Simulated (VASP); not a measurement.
## TaN: cell size and functional

How much does the relaxed cell of TaN depend on the functional? The starting structure is a computed structure from the Materials Project. The first relaxation on each setting starts from this cell expanded by 3 % in volume.

Main program and level: VASP 6.6.1; Kohn-Sham DFT with plane waves and PAW; PBEsol, LDA, PBE, PBEsol + D3(BJ), r2SCAN, r2SCAN + rVV10, rev-vdW-DF2 and SCAN.

## (1) Set-up

It takes space group Fm-3m (No. 225, cubic). Conventional cell: a = 4.423 Å, b = 4.423 Å, c = 4.423 Å, α = 90.00°, β = 90.00°, γ = 90.00°. Ta has 6 N at 2.21 Å nearest. Nearest to N lie 6 Ta at 2.21 Å. Farther neighbours and most contacts between anions are not listed.

Coordinates:

```cif
data_structure
_symmetry_space_group_name_H-M 'P 1'
_symmetry_Int_Tables_number 1
_cell_length_a 3.1273
_cell_length_b 3.1273
_cell_length_c 3.1273
_cell_angle_alpha 60.000
_cell_angle_beta 60.000
_cell_angle_gamma 60.000
_cell_volume 21.63
loop_
_atom_site_label
_atom_site_type_symbol
_atom_site_fract_x
_atom_site_fract_y
_atom_site_fract_z
_atom_site_occupancy
Ta1 Ta 0.50000 0.50000 0.50000 1
N2 N 0.00000 0.00000 0.00000 1
```

## (2) Relaxation with PBEsol

PBEsol restores the gradient expansion of exchange and is tuned for the cells of solids. This run starts from the cell of an earlier relaxation, which isn't shown; the restart sets up the plane waves anew.

Input file INCAR:

```
SYSTEM = TaN
PREC = Accurate
ENCUT = 520
EDIFF = 1E-06
NELM = 100
ISMEAR = 1
SIGMA = 0.15
LREAL = .FALSE.
ALGO = Normal
GGA = PS
NBANDS = 14
LASPH = .TRUE.
LORBIT = 11
LWAVE = .FALSE.
LCHARG = .FALSE.
KPAR = 8
IBRION = 2
NSW = 50
ISIF = 3
EDIFFG = -0.006
```

Input file POSCAR:

```
TaN
1.0
    0.0000000000      2.1897569517      2.1897569517
    2.1897569517      0.0000000000      2.1897569517
    2.1897569517      2.1897569517      0.0000000000
Ta N
1 1
Direct
    0.5000000000      0.5000000000      0.5000000000
    0.0000000000      0.0000000000      0.0000000000
```

Input file KPOINTS:

```
Automatic mesh
0
Gamma
18 18 18
0 0 0
```

PAW data sets: Ta_pv and N (PBE family, release 64).

The run is started by

```sh
> mpirun -np 8 vasp_std
```

Log:

```text
[banner, memory and clock lines left out]
running    8 mpi-ranks, on    1 nodes
 distrk:  each k-point on    1 cores,    8 groups
 distr:  one band on    1 cores,    1 groups

 POSCAR found type information on POSCAR TaN
 POSCAR found :  2 types and       2 ions
|                                                                             |
|           W    W    AA    RRRRR   N    N  II  N    N   GGGG   !!!           |
|           W    W   A  A   R    R  NN   N  II  NN   N  G    G  !!!           |
|           W    W  A    A  R    R  N N  N  II  N N  N  G       !!!           |
|           W WW W  AAAAAA  RRRRR   N  N N  II  N  N N  G  GGG   !            |
|           WW  WW  A    A  R   R   N   NN  II  N   NN  G    G                |
|           W    W  A    A  R    R  N    N  II  N    N   GGGG   !!!           |
|                                                                             |
|     For optimal performance we recommend to set                             |
|       NCORE = 2 up to number-of-cores-per-socket                            |
|     NCORE specifies how many cores store one orbital (NPAR=cpu/NCORE).      |
|     This setting can greatly improve the performance of VASP for DFT.       |
|     The default, NCORE=1 might be grossly inefficient on modern             |
|     multi-core architectures or massively parallel machines. Do your        |
|     Unfortunately you need to use the default for GW and RPA                |
|     calculations (for HF NCORE is supported but not extensively tested      |
|     yet).                                                                   |
|                                                                             |

|                                                                             |
|               ----> ADVICE to this user running VASP <----                  |
|                                                                             |
|     You enforced a specific xc type in the INCAR file but a different       |
|     [... a line on the potential file left out ...]
|     I HOPE YOU KNOW WHAT YOU ARE DOING!                                     |
|                                                                             |

 LDA part: xc-table for (Slater+PW92), standard interpolation
 POSCAR, INCAR and KPOINTS ok, starting setup
 FFT: planning ... GRIDC
 FFT: planning ... GRID_SOFT
 FFT: planning ... GRID
 WAVECAR not read
 entering main loop
       N       E                     dE             d eps       ncg     rms          rms(c)
DAV:   1     0.893030193260E+02    0.89303E+02   -0.88912E+03  5468   0.121E+03
DAV:   2    -0.230236130232E+02   -0.11233E+03   -0.10556E+03  6714   0.317E+02
DAV:   3    -0.259863897734E+02   -0.29628E+01   -0.29310E+01  6272   0.480E+01
DAV:   4    -0.260012857171E+02   -0.14896E-01   -0.14886E-01  6372   0.354E+00
DAV:   5    -0.260013782578E+02   -0.92541E-04   -0.92541E-04  6174   0.256E-01    0.250E+01
DAV:   6    -0.233394278172E+02    0.26620E+01   -0.57284E+00  6192   0.269E+01    0.106E+01
DAV:   7    -0.232513949085E+02    0.88033E-01   -0.35836E-01  6846   0.571E+00    0.716E+00
DAV:   8    -0.232168971574E+02    0.34498E-01   -0.13111E-01  6480   0.330E+00    0.141E+00
DAV:   9    -0.232128497444E+02    0.40474E-02   -0.12296E-02  6048   0.964E-01    0.364E-01
DAV:  10    -0.232127007452E+02    0.14900E-03   -0.50438E-04  7452   0.280E-01    0.105E-01
DAV:  11    -0.232126706901E+02    0.30055E-04   -0.58794E-05  6158   0.787E-02    0.182E-02
DAV:  12    -0.232126705760E+02    0.11406E-06   -0.33331E-06  7044   0.178E-02
   1 F= -.23212671E+02 E0= -.23212451E+02  d E =-.232127E+02
 curvature:   0.00 expect dE= 0.000E+00 dE for cont linesearch  0.000E+00
 trial: gam= 0.00000 g(F)=  0.477E-60 g(S)=  0.749E-07 ort = 0.000E+00 (trialstep = 0.100E+01)
 search vector abs. value=  0.750E-07
 reached required accuracy - stopping structural energy minimisation
```

It took 9.2 s on 8 MPI ranks of Intel Xeon Platinum 8488C (Sapphire Rapids), shared host; peak memory 1.5 GiB; 69 s of CPU time.

Lines that name or quote the potential files are left out of all logs, and their timing lines are given in words.

OUTCAR, selected parts (step 2):

```text
ion  position               nearest neighbor table
   1  0.500  0.500  0.500-   2 2.19   2 2.19   2 2.19   2 2.19   2 2.19   2 2.19
   2  0.000  0.000  0.000-   1 2.19   1 2.19   1 2.19   1 2.19   1 2.19   1 2.19

  LATTYP: Found a face centered cubic cell.
 ALAT       =     4.3795139034

 Subroutine GETGRP returns: Found 48 space group operations
 (whereof 48 operations were pure point group operations)

The static configuration has the point symmetry O_h .

 Found    195 irreducible k-points:

   k-points           NKPTS =    195   k-points in BZ     NKDIM =    195   number of bands    NBANDS=     14

   dimension x,y,z NGX =    24 NGY =   24 NGZ =   24
   dimension x,y,z NGXF=    48 NGYF=   48 NGZF=   48

   ENCUT  =  520.0 eV  38.22 Ry    6.18 a.u.   5.76  5.76  5.76*2*pi/ulx,y,z

   NELECT =      16.0000    total number of electrons

 k-points in reciprocal lattice and weights: Automatic mesh
   0.00000000  0.00000000  0.00000000       0.000
   0.05555556  0.00000000  0.00000000       0.001
   0.11111111  0.00000000  0.00000000       0.001
   0.16666667  0.00000000  0.00000000       0.001
   0.22222222  0.00000000  0.00000000       0.001
   0.27777778  0.00000000  0.00000000       0.001
   0.33333333  0.00000000  0.00000000       0.001
   0.38888889  0.00000000  0.00000000       0.001
   0.44444444  0.00000000  0.00000000       0.001
[...]
-0.27777778  0.44444444  0.22222222       0.004
  -0.27777778  0.50000000  0.22222222       0.002

 average (electrostatic) potential at core
       1 -34.4373       2 -61.2276

 E-fermi :   9.5308

 k-point     1 :       0.0000    0.0000    0.0000
  band No.  band energies     occupation
    ...
      8       7.3542      2.00000
      9       7.3542      2.00000
     10       7.3542      2.00000
     11       9.5468      0.82121
     12       9.5468      0.82120
     13      11.1696     -0.00000
     14      18.8992      0.00000

 k-point     2 :       0.0556    0.0000    0.0000
  band No.  band energies     occupation
    ...
      6       5.4016      2.00000
      7       5.4016      2.00000
      8       7.4858      2.00000
      9       7.4858      2.00000
     10       7.5535      2.00000
     11       9.8719     -0.00600
     12       9.8719     -0.00600
     13      11.4014     -0.00000
     14      19.1382      0.00000

 k-point     3 :       0.1111    0.0000    0.0000
  band No.  band energies     occupation
    ...
      6       4.7804      2.00000
      7       4.7804      2.00000
      8       7.7944      2.00000
      9       7.7944      2.00000
     10       7.8662      2.00000
     11      10.6844     -0.00000
     12      10.6844     -0.00000
     13      12.0117     -0.00000
     14      19.8126      0.00000

  Total       -0.0010173     -0.0010173     -0.0010173      0.0000000      0.0000000     -0.0000000
  in kB       -0.0776170     -0.0776170     -0.0776170      0.0000000      0.0000000     -0.0000000
  external PRESSURE =      -0.0776170 kB  Pullay stress =       0.0000000 kB

  energy-cutoff  :      520.00
  volume of cell :       21.00
      direct lattice vectors                 reciprocal lattice vectors
     0.000000000  2.189756952  2.189756952    -0.228335843  0.228335843  0.228335843
     2.189756952  0.000000000  2.189756952     0.228335843 -0.228335843  0.228335843
     2.189756952  2.189756952  0.000000000     0.228335843  0.228335843 -0.228335843

 POSITION                                       TOTAL-FORCE (eV/Angst)
 -----------------------------------------------------------------------------------
      2.18976      2.18976      2.18976         0.000000      0.000000     -0.000000
      0.00000      0.00000      0.00000        -0.000000     -0.000000      0.000000
 -----------------------------------------------------------------------------------
    total drift:                                0.000000     -0.000000     -0.000000

  FREE ENERGIE OF THE ION-ELECTRON SYSTEM (eV)
  ---------------------------------------------------
  free  energy   TOTEN  =       -23.2126705760 eV

  energy  without entropy=      -23.2120106475  energy(sigma->0) =      -23.21245060

 reached required accuracy - stopping structural energy minimisation

 total charge
# of ion       s       p       d       tot
------------------------------------------
    1        0.277   6.230   2.476   8.983
    2        1.222   2.536   0.000   3.759
--------------------------------------------------
tot          1.499   8.767   2.476  12.741

[... 3 further parts left out ...]
```

The PAW data sets were made with PBE, which is usual practice but a small mismatch for other functionals. The run keeps the 48 symmetry operations of its start, so it cannot find a distortion of lower symmetry.

With PBEsol the relaxed cell holds 10.500 Å³ an atom, -2.90 % against the starting cell, with a = 4.380 Å. Pressures at 0.985 and 1.015 times this volume, from two more relaxations that aren't shown, give a bulk modulus of 358.2 GPa.

## (3) Relaxation with LDA

LDA, the lowest rung, knows the local density alone. This run starts from the cell of an earlier relaxation, which isn't shown; the restart sets up the plane waves anew.

Changes to INCAR since step 2:

```diff
@@ -9,3 +9,3 @@
 ALGO = Normal
-GGA = PS
+GGA = CA
 NBANDS = 14
```

Input file POSCAR:

```
TaN
1.0
    0.0000000000      2.1780308821      2.1780308821
    2.1780308821      0.0000000000      2.1780308821
    2.1780308821      2.1780308821      0.0000000000
Ta N
1 1
Direct
    0.5000000000      0.5000000000      0.5000000000
    0.0000000000      0.0000000000      0.0000000000
```

KPOINTS is that of step 2.

The projector-augmented-wave data sets are Ta_pv and N (LDA family, release 64).

The run is started by

```sh
> mpirun -np 8 vasp_std
```

Log:

```text
[banner, memory and clock lines left out]
running    8 mpi-ranks, on    1 nodes
[...]
[... a notice as in an earlier step ...]

 LDA part: xc-table for (Slater(with rela. corr.)+CA(PZ))
 , standard interpolation
 POSCAR, INCAR and KPOINTS ok, starting setup
[...]
entering main loop
       N       E                     dE             d eps       ncg     rms          rms(c)
DAV:   1     0.878489667021E+02    0.87849E+02   -0.90480E+03  5492   0.122E+03
DAV:   2    -0.243000870197E+02   -0.11215E+03   -0.10590E+03  6720   0.310E+02
DAV:   3    -0.271636019577E+02   -0.28635E+01   -0.28281E+01  6160   0.449E+01
DAV:   4    -0.271767921088E+02   -0.13190E-01   -0.13162E-01  6572   0.320E+00
[...]
DAV:  10    -0.241498967695E+02    0.17623E-03   -0.42257E-04  7268   0.254E-01    0.794E-02
DAV:  11    -0.241498807575E+02    0.16012E-04   -0.37840E-05  5922   0.659E-02    0.146E-02
DAV:  12    -0.241498805672E+02    0.19030E-06   -0.20929E-06  6906   0.136E-02
   1 F= -.24149881E+02 E0= -.24149681E+02  d E =-.241499E+02
[...]
reached required accuracy - stopping structural energy minimisation
```

The job ended after 8.6 s (8 MPI ranks; peak memory 1.4 GiB).

From OUTCAR (step 3):

```text
  Total       -0.0023981     -0.0023981     -0.0023981      0.0000000      0.0000000      0.0000000
  in kB       -0.1859318     -0.1859318     -0.1859318      0.0000000      0.0000000      0.0000000
  external PRESSURE =      -0.1859318 kB  Pullay stress =       0.0000000 kB

 POSITION                                       TOTAL-FORCE (eV/Angst)
 -----------------------------------------------------------------------------------
      2.17803      2.17803      2.17803         0.000000      0.000000      0.000000
      0.00000      0.00000      0.00000         0.000000      0.000000      0.000000
 -----------------------------------------------------------------------------------
    total drift:                                0.000000     -0.000000     -0.000000

  FREE ENERGIE OF THE ION-ELECTRON SYSTEM (eV)
  ---------------------------------------------------
  free  energy   TOTEN  =       -24.1498805672 eV

  energy  without entropy=      -24.1492833079  energy(sigma->0) =      -24.14968148

[... 2 parts as in an earlier step ...]

[... 2 further parts left out ...]
[key lines of the parts left out:]
E-fermi :   9.7441
```

With LDA the relaxed cell holds 10.332 Å³ an atom, -4.45 % against the starting cell, with a = 4.356 Å. That is -1.60 % from PBEsol. Pressures at 0.985 and 1.015 times this volume, from two more relaxations that aren't shown, give a bulk modulus of 375.7 GPa.

## (4) Relaxation with PBE

PBE, the usual starting point, adds the gradient of the density. This run starts from the cell of an earlier relaxation, which isn't shown; the restart sets up the plane waves anew.

Changes to INCAR since step 3:

```diff
@@ -9,3 +9,3 @@
 ALGO = Normal
-GGA = CA
+GGA = PE
 NBANDS = 14
```

Input file POSCAR:

```
TaN
1.0
    0.0000000000      2.2102170453      2.2102170453
    2.2102170453      0.0000000000      2.2102170453
    2.2102170453      2.2102170453      0.0000000000
Ta N
1 1
Direct
    0.5000000000      0.5000000000      0.5000000000
    0.0000000000      0.0000000000      0.0000000000
```

KPOINTS is that of step 3.

PAW data sets: Ta_pv and N (PBE family, release 64).

The run is started by

```sh
> mpirun -np 8 vasp_std
```

Log:

```text
[banner, memory and clock lines left out]
running    8 mpi-ranks, on    1 nodes
[...]
[... a notice as in an earlier step ...]

 LDA part: xc-table for (Slater+PW92), standard interpolation
 POSCAR, INCAR and KPOINTS ok, starting setup
[...]
entering main loop
       N       E                     dE             d eps       ncg     rms          rms(c)
DAV:   1     0.882093781723E+02    0.88209E+02   -0.89555E+03  5468   0.121E+03
DAV:   2    -0.219203426790E+02   -0.11013E+03   -0.10392E+03  6764   0.312E+02
DAV:   3    -0.248430967953E+02   -0.29228E+01   -0.28824E+01  6216   0.472E+01
DAV:   4    -0.248579256754E+02   -0.14829E-01   -0.14798E-01  6324   0.351E+00
[...]
DAV:  10    -0.218275613737E+02    0.58872E-04   -0.45472E-04  7190   0.270E-01    0.107E-01
DAV:  11    -0.218275345289E+02    0.26845E-04   -0.47021E-05  6126   0.657E-02    0.178E-02
DAV:  12    -0.218275349823E+02   -0.45334E-06   -0.30767E-06  7062   0.180E-02
   1 F= -.21827535E+02 E0= -.21827301E+02  d E =-.218275E+02
[...]
reached required accuracy - stopping structural energy minimisation
```

It took 10 s on 8 MPI ranks; peak memory 1.5 GiB.

OUTCAR, selected parts (step 4):

```text
  Total       -0.0039575     -0.0039575     -0.0039575      0.0000000      0.0000000      0.0000000
  in kB       -0.2936242     -0.2936242     -0.2936242      0.0000000      0.0000000      0.0000000
  external PRESSURE =      -0.2936242 kB  Pullay stress =       0.0000000 kB

 POSITION                                       TOTAL-FORCE (eV/Angst)
 -----------------------------------------------------------------------------------
      2.21022      2.21022      2.21022         0.000000     -0.000000     -0.000000
      0.00000      0.00000      0.00000        -0.000000      0.000000      0.000000
 -----------------------------------------------------------------------------------
    total drift:                                0.000000     -0.000000     -0.000000

  FREE ENERGIE OF THE ION-ELECTRON SYSTEM (eV)
  ---------------------------------------------------
  free  energy   TOTEN  =       -21.8275349823 eV

  energy  without entropy=      -21.8268323174  energy(sigma->0) =      -21.82730076

[... 2 parts as in an earlier step ...]

[... 2 further parts left out ...]
[key lines of the parts left out:]
E-fermi :   9.3863
```

With PBE the relaxed cell holds 10.797 Å³ an atom, -0.15 % against the starting cell, with a = 4.420 Å. That is +2.83 % from PBEsol. Pressures at 0.985 and 1.015 times this volume, from two more relaxations that aren't shown, give a bulk modulus of 330.7 GPa.

## (5) Relaxation with PBEsol + D3(BJ)

D3 with Becke-Johnson damping keeps a finite attraction at short range. This run starts from the cell of an earlier relaxation, which isn't shown; the restart sets up the plane waves anew.

Changes to INCAR since step 4:

```diff
@@ -9,3 +9,4 @@
 ALGO = Normal
-GGA = PE
+GGA = PS
+IVDW = 12
 NBANDS = 14
```

Input file POSCAR:

```
TaN
1.0
    0.0000000000      2.1750732176      2.1750732176
    2.1750732176      0.0000000000      2.1750732176
    2.1750732176      2.1750732176      0.0000000000
Ta N
1 1
Direct
    0.5000000000      0.5000000000      0.5000000000
    0.0000000000      0.0000000000      0.0000000000
```

KPOINTS is that of step 4.

The run is started by

```sh
> mpirun -np 8 vasp_std
```

Log:

```text
[banner, memory and clock lines left out]
running    8 mpi-ranks, on    1 nodes
[...]
[... a notice as in an earlier step ...]

 [... a notice as in an earlier step ...]

 LDA part: xc-table for (Slater+PW92), standard interpolation
 POSCAR, INCAR and KPOINTS ok, starting setup
[...]
entering main loop
       N       E                     dE             d eps       ncg     rms          rms(c)
DAV:   1     0.873150854342E+02    0.87315E+02   -0.89433E+03  5460   0.121E+03
DAV:   2    -0.230740554031E+02   -0.11039E+03   -0.10411E+03  6756   0.315E+02
DAV:   3    -0.259790234080E+02   -0.29050E+01   -0.28741E+01  6288   0.475E+01
DAV:   4    -0.259930338306E+02   -0.14010E-01   -0.14007E-01  6432   0.344E+00
[...]
DAV:  10    -0.232026080728E+02    0.14045E-03   -0.52228E-04  7410   0.287E-01    0.107E-01
DAV:  11    -0.232025764818E+02    0.31591E-04   -0.62301E-05  6276   0.824E-02    0.201E-02
DAV:  12    -0.232025762393E+02    0.24252E-06   -0.36931E-06  6936   0.189E-02
   1 F= -.24165787E+02 E0= -.24165570E+02  d E =-.241658E+02
[...]
reached required accuracy - stopping structural energy minimisation
```

Elapsed: 8.6 s, on 8 MPI ranks; peak memory 1.5 GiB; 63 s of CPU time.

OUTCAR, selected parts (step 5):

```text
 Edisp (eV)   -0.96321

  Total       0.00123     0.00123     0.00123     0.00000     0.00000     0.00000
  in kB       0.09550     0.09550     0.09550     0.00000     0.00000     0.00000
  external pressure =        0.10 kB  Pullay stress =        0.00 kB

 POSITION                                       TOTAL-FORCE (eV/Angst)
 -----------------------------------------------------------------------------------
      2.17507      2.17507      2.17507        -0.000000     -0.000000     -0.000000
      0.00000      0.00000      0.00000         0.000000      0.000000      0.000000
 -----------------------------------------------------------------------------------
    total drift:                                0.000000     -0.000000     -0.000000

  FREE ENERGIE OF THE ION-ELECTRON SYSTEM (eV)
  ---------------------------------------------------
  free  energy   TOTEN  =       -24.1657871585 eV

  energy  without entropy=      -24.1651361521  energy(sigma->0) =      -24.16557016

[... 2 parts as in an earlier step ...]

[... 2 further parts left out ...]
[key lines of the parts left out:]
E-fermi :   9.7640
```

With PBEsol + D3(BJ) the relaxed cell holds 10.290 Å³ an atom, -4.84 % against the starting cell, with a = 4.350 Å. That is -2.00 % from PBEsol. Pressures at 0.985 and 1.015 times this volume, from two more relaxations that aren't shown, give a bulk modulus of 376.6 GPa.

(Continued in part 2 of 2.)

[Lines on the potential files, build, host, timing and source positions are cut from VASP's logs without a mark.]

[Logs are printed without paths, hosts, clocks, repeated set-up lines and the standing remarks that a program may print on its own settings, such as how far it seeks lower states.]

[Hosts, paths, dates, database ids (printed as entryN), source tags and the programs' standing remarks are cut or masked in the printed files.]
